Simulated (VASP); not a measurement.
Level of theory: PBE GGA, VASP's PBE PAW potentials (set 64) (plane waves; VASP).

VASP ran on this input.

File KPOINTS:
```
kpoints
0
G
 6 6 4
0 0 0
```

**INCAR**
```
ALGO = Normal
EDIFF = 1E-6
ENCUT = 400
GGA = PE
ISIF = 2
ISMEAR = -4
LASPH = .TRUE.
LCHARG = .FALSE.
LMAXMIX = 4
LREAL = .FALSE.
LWAVE = .FALSE.
NELM = 100
PREC = Accurate
SYSTEM = ZrS2
```

File POSCAR:
```
ZrS2
1
    1.8009650000    -3.1663220000     0.0000000000
    1.8009650000     3.1663220000     0.0000000000
    0.0000000000     0.0000000000     5.7947140000
Zr S
1 2
Direct
  0.0000000000   0.0000000000   0.0000000000
  0.3333330000   0.6666670000   0.2500000000
  0.6837390000   0.3504050000   0.7500000000
```

POTCAR, in this order: Zr_sv S (PBE.64 set). Program: vasp_std.

What does the run give for the energy per atom (σ→0), pressure, largest force?

| Quantity | Result |
|---|---|
| energy per atom (σ→0) | -7.117 eV/atom |
| pressure | 3.81 GPa |
| largest force | 0.00739 Ha/bohr |

### OSZICAR
```
...
DAV:   7    -0.213438741912E+02    0.60021E-01   -0.66539E-01  3640   0.488E+00    0.385E+00
DAV:   8    -0.213502072880E+02   -0.63331E-02   -0.78787E-02  3464   0.193E+00    0.822E-01
DAV:   9    -0.213507977052E+02   -0.59042E-03   -0.99943E-03  3328   0.715E-01    0.427E-01
DAV:  10    -0.213510670631E+02   -0.26936E-03   -0.17490E-03  3584   0.312E-01    0.178E-01
DAV:  11    -0.213510271014E+02    0.39962E-04   -0.17432E-04  3264   0.915E-02    0.507E-02
DAV:  12    -0.213510566697E+02   -0.29568E-04   -0.64351E-05  2936   0.560E-02    0.268E-02
DAV:  13    -0.213510556919E+02    0.97780E-06   -0.23326E-06  2760   0.908E-03
   1 F= -.21351056E+02 E0= -.21351056E+02  d E =0.000000E+00
```

The compound is ZrS2 in the 1T layered structure. The cell was not relaxed at this level, atoms are displaced from their ideal sites. The run is one of a series of settings (ISMEAR = -4, SIGMA removed against the base run), some of them coarse on purpose.
